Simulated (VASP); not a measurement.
```xyz
3
Lattice="0.0000 3.7050 3.7050 3.7050 0.0000 3.7050 3.7050 3.7050 0.0000" Properties=species:S:1:pos:R:3 pbc="T T T"
K      1.8525     1.8525     1.8525
K      5.5575     5.5575     5.5575
S      0.0000     0.0000     0.0000
```

All values below come from PBE GGA, VASP's PBE PAW potentials (set 64) (plane waves; VASP). Run with 400 eV cut-off, 5×5×5 Γ-centred mesh, Gaussian smearing of 0.050 eV, potentials K_sv S.

What does the run give for the energy per atom (σ→0)?

- energy per atom (σ→0) = -3.139 eV/atom

Total energies compare only between runs with the same potentials, cut-off and functional.

The compound is K2S in the antifluorite structure. The cell was not relaxed at this level.
